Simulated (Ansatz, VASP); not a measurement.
**W5S (S/W(100)): VASP beside Ansatz**

One calculation is typed for both programs; each brings its own data sets. How far apart do they land? Of the first pair: The structure shown is the start of the Ansatz relaxation below; VASP solves that cell, so the two are compared at the walk's first step.

Calculated with Ansatz 0.2.0; plane waves, with VASP 6.6.1 beside it; single point at PBE.

## Step 1: The starting structure

The cell holds 6 atoms: 5 W and 1 S. Its edges and angles: a = 3.160 Å, b = 3.160 Å, c = 25.837 Å, α = 90.0°, β = 90.0°, γ = 90.0°. Vacuum lies along c.

## Step 2: Ansatz: relaxation, PBE

Ansatz runs on its default PAW (the set named soft_2) files.

The two programs are compared at the cell with which this relaxation starts, whose forces are those of its first step.

input.yaml reads:

```yaml
crystal:
  lattice:
    - [3.16, 0.0, 0.0]
    - [0.0, 3.16, 0.0]
    - [0.0, 0.0, 25.8374062484]
  atoms:
    - { symbol: W, position: [0.0, 0.0, 0.3483321783] }
    - { symbol: W, position: [0.5, 0.5, 0.4094838273] }
    - { symbol: W, position: [0.0, 0.0, 0.470603297] }
    - { symbol: W, position: [0.5, 0.5, 0.534255869] }
    - { symbol: W, position: [0.0, 0.0, 0.5896182525] }
    - { symbol: S, position: [0.5, 0.5, 0.6516678217] }
kpoints:
  mp_grid: { grid: [12, 12, 1] }
hamiltonian:
  xc: pbe
scf:
  occupations: { method: fermi_dirac, width: 0.1 }
  convergence: { dr2_threshold: 1.0e-08 }
efield:
  axis: 3
  dipole_correction: true
  ramp_position: 0.97
  ramp_width: 0.06
relax:
  f_tol: 0.02
  max_steps: 60
  constraints: [{ sites: [0, 1] }]
output:
  write_potential: true
  write_density: true
  volumetric_format: npy
```

The run is started by

```bash
$ ansatz run input.yaml --threads 4 --pin off --max-ram 6144MiB --backend cpu --events-out ev --progress --plain --runs-dir out
```

Numbers of over 12 decimals in the logs are rounded to 6 here.

Output:

```text
Engine: ansatz 0.2.0, aarch64-unknown-linux-gnu
Pseudopotentials: kind: paw
Pseudopotential: W, paw, valence charge 14, recommended cutoff 420 eV (normal), W.paw.azcp
Pseudopotential: S, paw, valence charge 6, recommended cutoff 420 eV (normal), S.paw.azcp
Functional definition: PBE
  parameter kappa = 0.804
  parameter beta = 0.066725
  exchange = pbe_x(kappa = kappa, mu = beta*pi^2/3)
  correlation = pbe_c(beta = beta)
Crystal: 6 atoms, lattice volume = 258.002 Å³
Basis set: ecut = 420 eV, 5063 PW (Γ), exchange–correlation on 48×48×360 points (8 copies of the dense FFT grid, shifted against one another)
Bands: 46, of which v1, the nominal top of the filled ones, is band 38 counted from 1 (37 counted from 0)
Symmetry: 8 space group operations
Space group: P4mm (ITA 99), of the structure as read, at distance tolerance 6.4e-5 Å
k-points: 28 of 144
Non-local potential: W, projectors of the file, l = 0: 3, l = 1: 2, l = 2: 2, l = 3: 1
Non-local potential: S, projectors of the file, l = 0: 2, l = 1: 2, l = 2: 2
PAW form: soft (Blöchl's): semilocal exchange-correlation on the pseudo side does not see the compensation charge
PAW one-centre angular grid: W, 590 points (default); XC on 64 Gauss nodes
PAW one-centre angular grid: S, 110 points (default); XC on 64 Gauss nodes
Initial density: superposition of atomic densities (neutral atoms: chi_scale 0, normalization atom), corrected by the library's trained network
Initial wavefunctions: pseudopotential atomic-orbital guess
Functional: x = pbe(κ = 0.804, μ = 0.219515), c = pbe(β = 0.066725)
SCF iter   1: F=—  HF=-52823.120903 eV  |F-HF|=—  |Δ(HF+E_count)|=         —  Δρ=8.84e-3  dr2=5.15e0  ethr=1.77e-3  p=-0.066 e·Å  D=-4.64e-2 V/Å  ΔV_dip=1.20 eV  dr2_dipole=2.34e0  V_vac-E_F(+/−)=5.29/4.09 eV  ⟨swp⟩=8.8  Hψ=6461  notcnv=0
efield: sawtooth ramp at fractional position 0.9700 (set: `efield.ramp_position`, or a place that a band, a saddle search or an elastic batch's reference lends), width 0.0600; the density the first Hamiltonian is built on has a dipole p = -0.066 e·Å; the dipole correction subtracts the counter field D = -4.64e-2 V/Å, which shifts the + side's vacuum level by +1.20 eV against the − side's; the planar-averaged density in the ramp window peaks in size at 1.3e-5 e/Å³
preconditioner: auto → LDOS  [metal: Δε(μ)=0.017 eV  Ē_g=5.208 eV  σ=0.100 eV  W_gap=0.04  n_scr=54 (ndim 8)  ℏωp=13.9 eV  f_vac=0.562  D(μ)=4.82/eV (n_scr^D=14)  β→1.0]
SCF iter   2: F=—  HF=-52823.041765 eV  |F-HF|=—  |Δ(HF+E_count)|=   7.91e-2  Δρ=3.86e-3  dr2=2.17e-1  ethr=1.77e-3  p=-0.041 e·Å  D=-2.85e-2 V/Å  ΔV_dip=0.74 eV  dr2_dipole=4.37e-2  V_vac-E_F(+/−)=4.99/4.25 eV  ⟨swp⟩=2.1  Hψ=1662  notcnv=0
SCF iter   3: F=—  HF=-52823.031299 eV  |F-HF|=—  |Δ(HF+E_count)|=   1.05e-2  Δρ=1.20e-3  dr2=1.77e-2  ethr=2.86e-4  p=-0.043 e·Å  D=-2.99e-2 V/Å  ΔV_dip=0.77 eV  dr2_dipole=3.30e-3  V_vac-E_F(+/−)=5.04/4.27 eV  ⟨swp⟩=2.1  Hψ=1819  notcnv=0
SCF iter   4: F=—  HF=-52823.030534 eV  |F-HF|=—  |Δ(HF+E_count)|=   7.66e-4  Δρ=2.33e-4  dr2=8.42e-4  ethr=2.34e-5  p=-0.042 e·Å  D=-2.93e-2 V/Å  ΔV_dip=0.76 eV  dr2_dipole=3.94e-4  V_vac-E_F(+/−)=5.03/4.28 eV  ⟨swp⟩=2.1  Hψ=1639  notcnv=0
SCF iter   5: F=—  HF=-52823.030588 eV  |F-HF|=—  |Δ(HF+E_count)|=   5.45e-5  Δρ=8.20e-5  dr2=3.25e-5  ethr=1.11e-6  p=-0.041 e·Å  D=-2.89e-2 V/Å  ΔV_dip=0.75 eV  dr2_dipole=1.41e-8  V_vac-E_F(+/−)=5.03/4.28 eV  ⟨swp⟩=2.2  Hψ=1801  notcnv=0
SCF iter   6: F=—  HF=-52823.030591 eV  |F-HF|=—  |Δ(HF+E_count)|=   2.43e-6  Δρ=3.06e-5  dr2=3.49e-6  ethr=4.28e-8  p=-0.041 e·Å  D=-2.87e-2 V/Å  ΔV_dip=0.74 eV  dr2_dipole=1.84e-7  V_vac-E_F(+/−)=5.03/4.29 eV  ⟨swp⟩=2.7  Hψ=2163  notcnv=0
SCF iter   7: F=—  HF=-52823.030673 eV  |F-HF|=—  |Δ(HF+E_count)|=   8.19e-5  Δρ=9.46e-6  dr2=9.04e-7  ethr=4.60e-9  p=-0.041 e·Å  D=-2.86e-2 V/Å  ΔV_dip=0.74 eV  dr2_dipole=4.01e-9  V_vac-E_F(+/−)=5.03/4.29 eV  ⟨swp⟩=2.9  Hψ=2270  notcnv=0
SCF iter   8: F=—  HF=-52823.030673 eV  |F-HF|=—  |Δ(HF+E_count)|=   3.30e-7  Δρ=3.25e-6  dr2=6.39e-8  ethr=1.19e-9  p=-0.041 e·Å  D=-2.85e-2 V/Å  ΔV_dip=0.74 eV  dr2_dipole=9.34e-12  V_vac-E_F(+/−)=5.03/4.29 eV  ⟨swp⟩=2.4  Hψ=1826  notcnv=0
SCF iter   9: F=—  HF=-52823.030673 eV  |F-HF|=—  |Δ(HF+E_count)|=   6.14e-8  Δρ=1.69e-6  dr2=2.41e-8  ethr=1.32e-11  p=-0.041 e·Å  D=-2.85e-2 V/Å  ΔV_dip=0.74 eV  dr2_dipole=5.02e-11  V_vac-E_F(+/−)=5.03/4.29 eV  ⟨swp⟩=12.2  Hψ=10801  notcnv=0
SCF iter  10: F=-52823.030673 eV  HF=-52823.030673 eV  |F-HF|=6.02e-9  |Δ(HF+E_count)|=   9.07e-9  Δρ=4.87e-7  dr2=1.09e-9  ethr=1.32e-11  p=-0.041 e·Å  D=-2.85e-2 V/Å  ΔV_dip=0.74 eV  dr2_dipole=5.13e-11  V_vac-E_F(+/−)=5.03/4.29 eV  ⟨swp⟩=11.3  Hψ=9640  notcnv=0
SCF 1 converged in 10 iterations: F = -52823.030673 eV  dr2 = 1.09e-9
  greatest PAW one-centre occupation: 1.000 electrons in one spin orbital (limit 2), on the W atom at site 0 (counted from 0), in its partial waves of l = 0
[...]
SCF iter   6: F=—  HF=-52823.642149 eV  |F-HF|=—  |Δ(HF+E_count)|=   4.69e-8  Δρ=1.90e-6  dr2=1.29e-8  ethr=1.74e-10  p=-0.017 e·Å  D=-1.22e-2 V/Å  ΔV_dip=0.32 eV  dr2_dipole=6.49e-12  V_vac-E_F(+/−)=4.53/4.22 eV  ⟨swp⟩=2.7  Hψ=2575  notcnv=0
SCF iter   7: F=-52823.642149 eV  HF=-52823.642149 eV  |F-HF|=2.31e-9  |Δ(HF+E_count)|=   2.12e-8  Δρ=7.08e-7  dr2=2.13e-9  ethr=1.32e-11  p=-0.017 e·Å  D=-1.22e-2 V/Å  ΔV_dip=0.32 eV  dr2_dipole=3.35e-11  V_vac-E_F(+/−)=4.53/4.22 eV  ⟨swp⟩=11.2  Hψ=9636  notcnv=0
SCF 5 converged in 7 iterations: F = -52823.642149 eV  dr2 = 2.13e-9
relax step   5: F+E_penalty+E_count = -52823.64214879 eV  Δ(F+E_penalty+E_count) = -3.512e-4 eV  max|allowed force component| = 3.333e-2 eV/Å  Δτ_max = 0.0155 Å  (7 SCF iters, accepted)
SCF iter   1: F=—  HF=-52823.642143 eV  |F-HF|=—  |Δ(HF+E_count)|=         —  Δρ=1.34e-4  dr2=9.21e-5  ethr=1.58e-6  p=-0.017 e·Å  D=-1.22e-2 V/Å  ΔV_dip=0.32 eV  dr2_dipole=2.11e-5  V_vac-E_F(+/−)=4.53/4.22 eV  ⟨swp⟩=2.2  Hψ=2271  notcnv=0
efield: sawtooth ramp at fractional position 0.9700 (set: `efield.ramp_position`, or a place that a band, a saddle search or an elastic batch's reference lends), width 0.0600; the density the first Hamiltonian is built on has a dipole p = -0.017 e·Å; the dipole correction subtracts the counter field D = -1.22e-2 V/Å, which shifts the + side's vacuum level by +0.32 eV against the − side's; the planar-averaged density in the ramp window peaks in size at 1.2e-6 e/Å³
preconditioner: auto → LDOS  [metal: Δε(μ)=0.007 eV  Ē_g=5.463 eV  σ=0.100 eV  W_gap=0.02  n_scr=54 (ndim 8)  ℏωp=13.9 eV  f_vac=0.570  D(μ)=4.91/eV (n_scr^D=14)  β→1.0]
SCF iter   2: F=—  HF=-52823.642121 eV  |F-HF|=—  |Δ(HF+E_count)|=   2.18e-5  Δρ=6.32e-5  dr2=3.52e-5  ethr=1.21e-7  p=-0.018 e·Å  D=-1.24e-2 V/Å  ΔV_dip=0.32 eV  dr2_dipole=3.39e-6  V_vac-E_F(+/−)=4.54/4.22 eV  ⟨swp⟩=3.4  Hψ=2516  notcnv=0
SCF iter   3: F=—  HF=-52823.642121 eV  |F-HF|=—  |Δ(HF+E_count)|=   7.35e-7  Δρ=2.21e-5  dr2=3.27e-6  ethr=4.63e-8  p=-0.018 e·Å  D=-1.24e-2 V/Å  ΔV_dip=0.32 eV  dr2_dipole=4.04e-8  V_vac-E_F(+/−)=4.54/4.22 eV  ⟨swp⟩=2.3  Hψ=2049  notcnv=0
SCF iter   4: F=—  HF=-52823.642202 eV  |F-HF|=—  |Δ(HF+E_count)|=   8.01e-5  Δρ=3.66e-6  dr2=8.35e-8  ethr=4.30e-9  p=-0.018 e·Å  D=-1.24e-2 V/Å  ΔV_dip=0.32 eV  dr2_dipole=4.30e-9  V_vac-E_F(+/−)=4.54/4.22 eV  ⟨swp⟩=2.1  Hψ=1819  notcnv=0
SCF iter   5: F=—  HF=-52823.642202 eV  |F-HF|=—  |Δ(HF+E_count)|=   1.99e-9  Δρ=1.53e-6  dr2=1.44e-8  ethr=1.32e-11  p=-0.018 e·Å  D=-1.24e-2 V/Å  ΔV_dip=0.32 eV  dr2_dipole=8.11e-13  V_vac-E_F(+/−)=4.54/4.22 eV  ⟨swp⟩=12.1  Hψ=10750  notcnv=0
SCF iter   6: F=-52823.642202 eV  HF=-52823.642202 eV  |F-HF|=3.45e-9  |Δ(HF+E_count)|=   8.21e-9  Δρ=5.08e-7  dr2=2.12e-9  ethr=1.32e-11  p=-0.018 e·Å  D=-1.24e-2 V/Å  ΔV_dip=0.32 eV  dr2_dipole=1.91e-11  V_vac-E_F(+/−)=4.54/4.22 eV  ⟨swp⟩=10.5  Hψ=8744  notcnv=0
SCF 6 converged in 6 iterations: F = -52823.642202 eV  dr2 = 2.12e-9
relax step   6: F+E_penalty+E_count = -52823.64220164 eV  Δ(F+E_penalty+E_count) = -5.285e-5 eV  max|allowed force component| = 3.726e-3 eV/Å  Δτ_max = 0.0026 Å  (6 SCF iters, accepted)
NSCF: frozen V_eff on 28 k-points
the search or the solves at the SCF's close seem to have found levels that the self-consistency loop had missed (the run counts 1). By its estimate they hold under 1e-12 electrons; where the run keeps them, the occupations were computed again with them
SCF converged after 6 iterations
Free energy (F): -52823.642202 eV
Harris-Foulkes:  -52823.642202 eV  (|F-HF|=3.45e-9)
Internal energy: -52823.479175 eV  (E = F + TS)
E sigma→0 (E₀):  -52823.560688 eV
Entropy (-TS):   -0.163027 eV (-27.171 meV/atom)
Fermi energy:    4.849771 eV
Dipole field:    D = -0.012369 V/Å  (p = -0.017637 e·Å, saw-weighted, corrected)
Work function:   Φ+ = 4.5374 eV   Φ− = 4.2178 eV
Levels:          The Fermi level and band energies are counted from a zero that moves with the ramp; work functions are not
--- Per-component energies (eV) ---
  E_band       = -1660.432002
  E_kinetic    = 2351.037191
  E_local      = -102432.275778  (includes V_loc(G=0)·N_el)
  E_nonlocal   = 34.465020
  E_hartree    = 50146.365977
  E_xc         = -1427.345999
  E_vxc        = -1275.597825  (∫ρ·V_xc dr)
  E_paw        = -43413.180731  (= ΣΔE_a)
  E_vpaw       = -630.433501  (= ΣTr[D̂ρ^β])
  E_aug_tail   = -0.000290  (compensation charges beyond the density's cutoff)
  E_efield     = 0.000109  (sawtooth field / dipole correction)
  E_vefield    = -0.363948  (∫n·V_field dr)
  E_ewald      = 41917.455327
  E_smearing   = -0.163027  (= −TS)
  E_closure    = -0.000000  (closes the sum)
  Σ components = -52823.642202   (vs F -52823.642202, Δ=0.00e0)
--- Forces (eV/Å), atoms counted from 1 ---
  atom   1  W      0.00000000    -0.00000000     1.51434087
  atom   2  W     -0.00000000    -0.00000000    -1.51851621
  atom   3  W      0.00000000     0.00000000     0.00322071
  atom   4  W      0.00000000     0.00000000     0.00274184
  atom   5  W     -0.00000000    -0.00000000    -0.00372557
  atom   6  S      0.00000000    -0.00000000     0.00190853
  max |Σ_I F_I| component: 2.98e-5 eV/Å
--- Band table (eV; the first three rows and the last of 28) ---
  k-point 0: bands = [... 34 lower, 4.0519, 4.1173, 4.1173, 4.5683, 4.9691, 5.2076, 5.2076, 5.5839, ... 4 higher]
  k-point 1: bands = [... 34 lower, 4.0351, 4.2329, 4.3060, 4.5821, 4.7476, 5.2847, 5.3464, 5.5266, ... 4 higher]
  k-point 2: bands = [... 34 lower, 3.9917, 4.0453, 4.1618, 4.6193, 4.9579, 5.0832, 5.3965, 5.8338, ... 4 higher]
  k-point 27: bands = [... 34 lower, 4.2243, 4.2243, 5.6563, 6.8200, 7.0039, 7.0039, 7.1001, 7.4615, ... 4 higher]
--- Relaxed structure (6 steps of the walk, 6 accepted, 0 SCFs on fresh bases) ---
  F+E_penalty+E_count = -52823.64220164 eV   max|allowed force component| = 3.726e-3 eV/Å
  atoms:
    - { symbol: W, position: [0.0, 0.0, 0.3483321783] }
    - { symbol: W, position: [0.500000, 0.500000, 0.409484] }
    - { symbol: W, position: [1.9376552655374652e-18, 0, 0.471823] }
    - { symbol: W, position: [0.500000, 0.500000, 0.530944] }
    - { symbol: W, position: [1.1764207029866939e-17, 0, 0.597024] }
    - { symbol: S, position: [0.500000, 0.500000, 0.642342] }
```

In the SCF lines HF is the Harris–Foulkes energy and dr2 the Hartree energy of the density residual, in eV; the loop may stop once dr2 is under the threshold and the program's other checks hold. Hψ counts applications of the Hamiltonian.

(Continued in part 2 of 2.)

[Lines on the potential files, build, host, timing and source positions are cut from VASP's logs without a mark.]

[Logs are printed without paths, hosts, clocks, repeated set-up lines and the standing remarks that a program may print on its own settings, such as how far it seeks lower states.]

[Hosts, paths, dates, database ids (printed as entryN), source tags and the programs' standing remarks are cut or masked in the printed files.]
